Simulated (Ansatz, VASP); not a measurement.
# Cross-check of BO between VASP and Ansatz

One calculation is typed for both programs; each brings its own data sets. How far apart do they land? The cell is taken from a series of runs on this material, whose earlier steps may have relaxed, scaled, displaced or heated it; both programs get it as it stands.

Method: plane waves, with VASP 6.6.1 beside it; single point at PBE and single point at r2SCAN, in Ansatz 0.2.0.

## 1. The starting structure

The cell holds 4 atoms: 2 B and 2 O. Cell: a = 2.442 Å, b = 2.442 Å, c = 29.000 Å, α = 90.0°, β = 90.0°, γ = 120.0°. Vacuum lies along c.

Structure file:

```
B O
1.0
     2.44223    0.00000    0.00000
    -1.22111    2.11503    0.00000
     0.00000    0.00000   29.00000
B O
2 2
Direct
  0.33333 0.66667 0.53055
  0.33333 0.66667 0.46945
  0.66667 0.33333 0.55040
  0.66667 0.33333 0.44960
```

## 2. VASP: single point, PBE

With cell and atoms fixed, the geometry can't cause a difference; cores, projectors, grids and the points listed under the comparison can.

Lines of VASP's logs that name or quote its potential files are left out, and so is its time.

INCAR

```
SYSTEM = BO
PREC = Accurate
ENCUT = 520
EDIFF = 1E-06
NELM = 120
ISMEAR = -1
SIGMA = 0.02
LREAL = .FALSE.
ALGO = Normal
GGA = PE
NBANDS = 15
LORBIT = 11
LWAVE = .FALSE.
LCHARG = .FALSE.
ISIF = 2
LDIPOL = .TRUE.
IDIPOL = 3
DIPOL = 0.5 0.5 0.5
LVHAR = .TRUE.
LASPH = .TRUE.
GGA_COMPAT = .FALSE.
EFERMI = MIDGAP
NELMDL = -8
```

POSCAR

```
BO
1.0
    2.4422262060      0.0000000000      0.0000000000
   -1.2211131030      2.1150299362      0.0000000000
    0.0000000000      0.0000000000     29.0000000000
B O
2 2
Direct
    0.3333333333      0.6666666667      0.5305535553
    0.3333333333      0.6666666667      0.4694464447
    0.6666666666      0.3333333334      0.5503965249
    0.6666666666      0.3333333334      0.4496034751
```

KPOINTS

```
Automatic mesh
0
Gamma
9 9 1
0 0 0
```

The projector-augmented-wave data sets are B and O (PBE family, release 64).

On the command line:

```
$ mpirun -np 1 vasp_std
```

Numbers of over 12 decimals in the logs are rounded to 6 here.

The program printed:

```text
[banner, memory and clock lines left out]
running    1 mpi-ranks, on    1 nodes
 distrk:  each k-point on    1 cores,    1 groups
 distr:  one band on    1 cores,    1 groups

 POSCAR found type information on POSCAR B O
 POSCAR found :  2 types and       4 ions
 LDA part: xc-table for (Slater+PW92), standard interpolation
 POSCAR, INCAR and KPOINTS ok, starting setup
 FFT: planning ... GRIDC
 FFT: planning ... GRID_SOFT
 FFT: planning ... GRID
 WAVECAR not read
 entering main loop
       N       E                     dE             d eps       ncg     rms          rms(c)
DAV:   1     0.166661405894E+03    0.16666E+03   -0.73945E+03   384   0.911E+02
DAV:   2    -0.151786931503E+02   -0.18184E+03   -0.15727E+03   553   0.218E+02
DAV:   3    -0.314100502325E+02   -0.16231E+02   -0.16155E+02   493   0.880E+01
DAV:   4    -0.316735132165E+02   -0.26346E+00   -0.26279E+00   493   0.124E+01
DAV:   5    -0.316784675139E+02   -0.49543E-02   -0.49493E-02   500   0.156E+00
DAV:   6    -0.316785985688E+02   -0.13105E-03   -0.13098E-03   494   0.244E-01
DAV:   7    -0.316786016932E+02   -0.31243E-05   -0.31242E-05   500   0.344E-02
DAV:   8    -0.316786017942E+02   -0.10100E-06   -0.10100E-06   422   0.586E-03    0.854E+00
DAV:   9    -0.304759211757E+02    0.12027E+01   -0.33723E+00   500   0.152E+01    0.389E+00
DAV:  10    -0.303351434318E+02    0.14078E+00   -0.29656E-01   507   0.399E+00    0.203E+00
DAV:  11    -0.303006413220E+02    0.34502E-01   -0.15788E-01   521   0.273E+00    0.321E-01
DAV:  12    -0.302983937690E+02    0.22476E-02   -0.14779E-02   486   0.101E+00    0.157E-01
DAV:  13    -0.302976323259E+02    0.76144E-03   -0.12664E-03   514   0.309E-01    0.423E-02
DAV:  14    -0.302974350934E+02    0.19723E-03   -0.41900E-04   507   0.153E-01    0.348E-02
DAV:  15    -0.302976629524E+02   -0.22786E-03   -0.54572E-04   493   0.139E-01    0.264E-02
DAV:  16    -0.302977288083E+02   -0.65856E-04   -0.70838E-05   472   0.673E-02    0.871E-03
DAV:  17    -0.302978255878E+02   -0.96779E-04   -0.33956E-05   423   0.269E-02    0.731E-03
DAV:  18    -0.302979076204E+02   -0.82033E-04   -0.96445E-06   458   0.203E-02    0.290E-03
DAV:  19    -0.302979978814E+02   -0.90261E-04   -0.79520E-06   436   0.970E-03    0.111E-03
DAV:  20    -0.302980244290E+02   -0.26548E-04   -0.13441E-06   364   0.420E-03    0.654E-04
DAV:  21    -0.302980416313E+02   -0.17202E-04   -0.85606E-07   341   0.256E-03    0.410E-04
DAV:  22    -0.302980466476E+02   -0.50163E-05   -0.22361E-07   355   0.190E-03    0.277E-04
DAV:  23    -0.302980488481E+02   -0.22005E-05   -0.36736E-08   348   0.974E-04    0.597E-05
DAV:  24    -0.302980491196E+02   -0.27150E-06   -0.28985E-09   369   0.384E-04
   1 F= -.30298049E+02 E0= -.30298049E+02  d E =0.000000E+00
```

From OUTCAR (step 2):

```text
ion  position               nearest neighbor table
   1  0.333  0.667  0.531-   3 1.52   3 1.52   3 1.52   2 1.77
   2  0.333  0.667  0.469-   4 1.52   4 1.52   4 1.52   1 1.77
   3  0.667  0.333  0.550-   1 1.52   1 1.52   1 1.52
   4  0.667  0.333  0.450-   2 1.52   2 1.52   2 1.52

  LATTYP: Found a hexagonal cell.
 ALAT       =     2.4422262060
 C/A-ratio  =    11.8744119315

 Subroutine GETGRP returns: Found 12 space group operations
 (whereof 12 operations were pure point group operations)

The static configuration has the point symmetry D_3h.

 Found     12 irreducible k-points:

   k-points           NKPTS =     12   k-points in BZ     NKDIM =     12   number of bands    NBANDS=     15

   dimension x,y,z NGX =    18 NGY =   18 NGZ =  216
   dimension x,y,z NGXF=    36 NGYF=   36 NGZF=  432

   ENCUT  =  520.0 eV  38.22 Ry    6.18 a.u.   4.54  4.54 53.92*2*pi/ulx,y,z

   NELECT =      18.0000    total number of electrons

 k-points in reciprocal lattice and weights: Automatic mesh
   0.00000000  0.00000000  0.00000000       0.012
   0.11111111  0.00000000  0.00000000       0.074
   0.22222222  0.00000000  0.00000000       0.074
   0.33333333  0.00000000  0.00000000       0.074
   0.44444444  0.00000000  0.00000000       0.074
   0.11111111  0.11111111  0.00000000       0.074
   0.22222222  0.11111111  0.00000000       0.148
   0.33333333  0.11111111  0.00000000       0.148
   0.44444444  0.11111111  0.00000000       0.074
   0.22222222  0.22222222  0.00000000       0.074
   0.33333333  0.22222222  0.00000000       0.148
   0.33333333  0.33333333  0.00000000       0.025

 dipolmoment           0.000000      0.000000     -0.000000 electrons x Angstroem

 average (electrostatic) potential at core
       1 -37.0674       2 -37.0674       3 -80.8568       4 -80.8568

 E-fermi :  -2.0681

 k-point     1 :       0.0000    0.0000    0.0000
  band No.  band energies     occupation
    ...
      5      -8.0195      2.00000
      6      -8.0195      2.00000
      7      -7.8354      2.00000
      8      -7.8354      2.00000
      9      -4.7774      2.00000
     10       1.6879      0.00000
     11       1.8494      0.00000
     12       2.2737      0.00000
     13       2.5546      0.00000
     14       3.1302      0.00000
    ...

 k-point     2 :       0.1111    0.0000    0.0000
  band No.  band energies     occupation
    ...
      5      -9.0952      2.00000
      6      -8.7530      2.00000
      7      -8.3492      2.00000
      8      -8.1316      2.00000
      9      -4.6073      2.00000
     10       2.0914      0.00000
     11       2.1878      0.00000
     12       2.6741      0.00000
     13       2.9697      0.00000
     14       3.4095      0.00000
    ...

 k-point     3 :       0.2222    0.0000    0.0000
  band No.  band energies     occupation
    ...
      5     -11.0358      2.00000
      6      -9.0882      2.00000
      7      -8.9885      2.00000
      8      -8.8054      2.00000
      9      -4.4982      2.00000
     10       2.1506      0.00000
     11       3.2228      0.00000
     12       3.5462      0.00000
     13       3.9360      0.00000
     14       4.1707      0.00000
    ...

  Total        0.2488488      0.2488488     -0.0424231      0.0000000      0.0000000      0.0000000
  in kB        2.6616175      2.6616175     -0.4537455      0.0000000      0.0000000      0.0000000
  external PRESSURE =       1.6231632 kB  Pullay stress =       0.0000000 kB

  energy-cutoff  :      520.00
  volume of cell :      149.80
      direct lattice vectors                 reciprocal lattice vectors
     2.442226206  0.000000000  0.000000000     0.409462480  0.236403273  0.000000000
    -1.221113103  2.115029936  0.000000000     0.000000000  0.472806547  0.000000000
     0.000000000  0.000000000 29.000000000     0.000000000  0.000000000  0.034482759

 POSITION                                       TOTAL-FORCE (eV/Angst)
 -----------------------------------------------------------------------------------
     -0.00000      1.41002     15.38605        -0.000000     -0.000000      0.002710
     -0.00000      1.41002     13.61395        -0.000000      0.000000     -0.002710
      1.22111      0.70501     15.96150         0.000000     -0.000000      0.005662
      1.22111      0.70501     13.03850         0.000000     -0.000000     -0.005662
 -----------------------------------------------------------------------------------
    total drift:                                0.000000     -0.000000     -0.000000

  FREE ENERGIE OF THE ION-ELECTRON SYSTEM (eV)
  ---------------------------------------------------
  free  energy   TOTEN  =       -30.2980491196 eV

  energy  without entropy=      -30.2980491196  energy(sigma->0) =      -30.29804912

 vacuum level on the upper side and lower side of the slab         2.208         2.208

 total charge
# of ion       s       p       d       tot
------------------------------------------
    1        0.671   1.280   0.000   1.951
    2        0.671   1.280   0.000   1.951
    3        1.555   3.638   0.000   5.193
    4        1.555   3.638   0.000   5.193
--------------------------------------------------
tot          4.453   9.834   0.000  14.287

[... 3 further parts left out ...]
```

## 3. Ansatz: single point, PBE

Ansatz runs on its PAW soft_1 files.

The same cell, functional, mesh and smearing now go to Ansatz, which takes its cutoff from its data sets.

input.yaml

```yaml
crystal:
  lattice:
    - [2.442226206, 0.0, 0.0]
    - [-1.221113103, 2.1150299362, 0.0]
    - [0.0, 0.0, 29.0]
  atoms:
    - { symbol: B, position: [0.3333333333, 0.6666666667, 0.5305535553] }
    - { symbol: B, position: [0.3333333333, 0.6666666667, 0.4694464447] }
    - { symbol: O, position: [0.6666666667, 0.3333333333, 0.5503965249] }
    - { symbol: O, position: [0.6666666667, 0.3333333333, 0.4496034751] }
  periodic: [true, true, false]
kpoints:
  mp_grid: { grid: [9, 9, 1] }
  band_path:
    path:
      - [0, 0, 0]
      - [0.5, 0, 0]
      - [0.3333333333333, 0.3333333333333, 0]
      - [0, 0, 0]
    npoints: 10
hamiltonian:
  xc: pbe
  pseudopotentials: { kind: paw, azcp: { folder: soft_1 } }
scf:
  occupations: { method: fermi_dirac, width: 0.02 }
  n_extra_bands: 5
output:
  eigenvalues: true
  forces: true
  stress: true
  write_density: true
  write_potential: true
  elf: true
  volumetric_format: npy
```

On the command line:

```
$ ansatz run input.yaml --threads 4 --pin off --max-ram 17510MiB --backend cpu --events-out ev --progress --plain --runs-dir out
```

The program printed:

```text
scf.n_extra_bands = 5 over 9 filled bands (N_el = 18.0): the run solves 14 bands
Engine: ansatz 0.2.0, aarch64-unknown-linux-gnu
Pseudopotentials: kind: paw
Pseudopotential: B, paw, valence charge 3, recommended cutoff 420 eV (normal), soft_1/B.paw.azcp
Pseudopotential: O, paw, valence charge 6, recommended cutoff 420 eV (normal), soft_1/O.paw.azcp
Functional definition: PBE
  parameter kappa = 0.804
  parameter beta = 0.066725
  exchange = pbe_x(kappa = kappa, mu = beta*pi^2/3)
  correlation = pbe_c(beta = beta)
Crystal: 4 atoms, lattice volume = 149.796 Å³
Basis set: ecut = 420 eV, 2839 PW (Γ), exchange–correlation on 36×36×400 points (8 copies of the dense FFT grid, shifted against one another)
Bands: 14, of which v1, the nominal top of the filled ones, is band 9 counted from 1 (8 counted from 0)
Symmetry: 12 space group operations
Space group: P-6m2 (ITA 187), of the structure as read, at distance tolerance 5.3e-5 Å
k-points: 12 of 81 (time reversal used)
Non-local potential: B, projectors of the file, l = 0: 2, l = 1: 2, l = 2: 1
Non-local potential: O, projectors of the file, l = 0: 2, l = 1: 2, l = 2: 1
PAW form: soft (Blöchl's): semilocal exchange-correlation on the pseudo side does not see the compensation charge
PAW one-centre angular grid: B, 110 points (default); XC on 64 Gauss nodes
PAW one-centre angular grid: O, 110 points (default); XC on 64 Gauss nodes
Initial density: superposition of atomic densities (neutral atoms: chi_scale 0, normalization atom)
Initial wavefunctions: pseudopotential atomic-orbital guess
Functional: x = pbe(κ = 0.804, μ = 0.219515), c = pbe(β = 0.066725)
SCF iter   1: F=—  HF=-1449.938020 eV  |F-HF|=—  |Δ(HF+E_count)|=         —  Δρ=6.28e-2  dr2=4.20e0  ethr=3.10e-3  ⟨swp⟩=11.0  Hψ=1573  notcnv=0
preconditioner: auto → none  [insulator: Δε(μ)=5.422 eV  Ē_g=19.237 eV  σ=0.020 eV  W_gap=1.00  n_scr=16 (ndim 8)  ℏωp=12.9 eV  f_vac=0.774  D(μ)=0.00/eV (n_scr^D=0)  ε∞_Penn≈1.4]
SCF iter   2: F=—  HF=-1448.856135 eV  |F-HF|=—  |Δ(HF+E_count)|=    1.08e0  Δρ=2.81e-2  dr2=7.03e-1  ethr=3.10e-3  ⟨swp⟩=4.3  Hψ=574  notcnv=0  defer=12
SCF iter   3: F=—  HF=-1448.733389 eV  |F-HF|=—  |Δ(HF+E_count)|=   1.23e-1  Δρ=1.15e-2  dr2=1.67e-1  ethr=3.10e-3  ⟨swp⟩=3.3  Hψ=439  notcnv=0  defer=12
SCF iter   4: F=—  HF=-1448.704773 eV  |F-HF|=—  |Δ(HF+E_count)|=   2.86e-2  Δρ=3.92e-3  dr2=1.35e-2  ethr=9.29e-4  ⟨swp⟩=3.5  Hψ=436  notcnv=0  defer=12
SCF iter   5: F=—  HF=-1448.705392 eV  |F-HF|=—  |Δ(HF+E_count)|=   6.19e-4  Δρ=9.34e-4  dr2=4.40e-4  ethr=7.48e-5  ⟨swp⟩=4.0  Hψ=396  notcnv=0  defer=12
SCF iter   6: F=—  HF=-1448.705574 eV  |F-HF|=—  |Δ(HF+E_count)|=   1.82e-4  Δρ=2.06e-4  dr2=4.48e-5  ethr=2.45e-6  ⟨swp⟩=3.0  Hψ=352  notcnv=0  defer=12
SCF iter   7: F=—  HF=-1448.705491 eV  |F-HF|=—  |Δ(HF+E_count)|=   8.31e-5  Δρ=2.16e-5  dr2=3.77e-7  ethr=2.49e-7  ⟨swp⟩=3.3  Hψ=342  notcnv=0  defer=12
SCF iter   8: F=-1448.705491 eV  HF=-1448.705491 eV  |F-HF|=1.88e-9  |Δ(HF+E_count)|=   2.96e-8  Δρ=2.81e-6  dr2=7.10e-9  ethr=5.56e-10  ⟨swp⟩=26.5  Hψ=2205  notcnv=0
SCF 1 converged in 8 iterations: F = -1448.705491 eV  dr2 = 7.10e-9
  greatest PAW one-centre occupation: 0.861 electrons in one spin orbital (limit 2), on the O atom at site 3 (counted from 0), in its partial waves of l = 0
NSCF: frozen V_eff on 31 k-points
WARN: The output density's exchange-correlation potential varies sharply where the density is thin. Do not read a vacuum level from v_tot or v_xc, or from such a field of the output density. On a cell that repeats whose density bears no net charge and no dipole along the vacuum's axis use v_es (v_loc + v_h of the components); under efield.dipole_correction with no amplitude use v_es + v_field, which holds any externa [...]
SCF converged after 8 iterations
Free energy (F): -1448.705491 eV
Harris-Foulkes:  -1448.705491 eV  (|F-HF|=1.88e-9)
Internal energy: -1448.705491 eV  (E = F + TS)
E sigma→0 (E₀):  -1448.705491 eV
Fermi energy:    -4.215382 eV
--- Per-component energies (eV) ---
  E_band       = -283.839054
  E_kinetic    = 439.664732
  E_local      = -32944.324183  (includes V_loc(G=0)·N_el)
  E_nonlocal   = 121.114973
  E_hartree    = 16226.230582
  E_xc         = -208.403535
  E_vxc        = -259.519261  (∫ρ·V_xc dr)
  E_paw        = -482.768860  (= ΣΔE_a)
  E_vpaw       = -93.234041  (= ΣTr[D̂ρ^β])
  E_aug_tail   = 0.001592  (compensation charges beyond the density's cutoff)
  E_ewald      = 15399.779208
  E_smearing   = -0.000000  (= −TS)
  E_closure    = -0.000000  (closes the sum)
  Σ components = -1448.705491   (vs F -1448.705491, Δ=0.00e0)
--- Forces (eV/Å), atoms counted from 1 ---
  atom   1  B     -0.00000000     0.00000000    -0.00204803
  atom   2  B     -0.00000000     0.00000000     0.00204803
  atom   3  O      0.00000000    -0.00000000     0.00290919
  atom   4  O      0.00000000    -0.00000000    -0.00290919
  max |Σ_I F_I| component: 5.09e-16 eV/Å
--- 2D stress c σ (N/m, compression-positive) ---
        0.043519       0.000000       0.000000
        0.000000       0.043519       0.000000
        0.000000       0.000000       0.000000
  P = ½ c Tr σ = 0.0435 N/m
--- Band table (eV; the first three rows and the last of 12) ---
  k-point 0: bands = [... 5 lower, -10.1899, -10.0065, -10.0065, -6.9368, -0.5248 (-0.5269°), -0.3581 (-0.3637°), 0.5343, 0.6139, ... 1 higher]
  k-point 1: bands = [... 5 lower, -10.9278, -10.5189, -10.3021, -6.7693, -0.1211 (-0.1231°), -0.0213 (-0.0247°), 0.9509, 0.9596, ... 1 higher]
  k-point 2: bands = [... 5 lower, -11.2570, -11.1847, -10.9754, -6.6631, -0.0061 (-0.0061°), 1.0134 (1.0123°), 1.3501 (1.3434°), 2.1128, ... 1 higher]
  k-point 11: bands = [... 5 lower, -15.4716, -11.1066, -9.8855, -8.1967, -1.6532, 2.9353, 5.0991, 5.8530, ... 1 higher]
  ° read free of the cell's end (the report's vacuum.weakly_bound_levels)
```

## 4. Side by side

Known differences besides the potentials themselves: Ansatz cuts the interaction across the vacuum, VASP repeats the sheet with a dipole correction; the cutoff is 420 eV in Ansatz and 520 eV in VASP. Total energies have different zeros and are not compared.

Both answers:

```csv
quantity,Ansatz,VASP,difference
gap on the k mesh (eV),4.859,4.833,+0.026
```

At this near-relaxed geometry the largest component of a force difference is 5 meV/Å. A gap on the mesh is an upper bound, since the band edges may lie between its points. With vacuum in the cell, a pressure given here is an average over mostly empty space and none of the material.

(Part 1 of 2 ends here.)

[Lines on the potential files, build, host, timing and source positions are cut from VASP's logs without a mark.]

[Logs are printed without paths, hosts, clocks, repeated set-up lines and the standing remarks that a program may print on its own settings, such as how far it seeks lower states.]

[Hosts, paths, dates, database ids (printed as entryN), source tags and the programs' standing remarks are cut or masked in the printed files.]
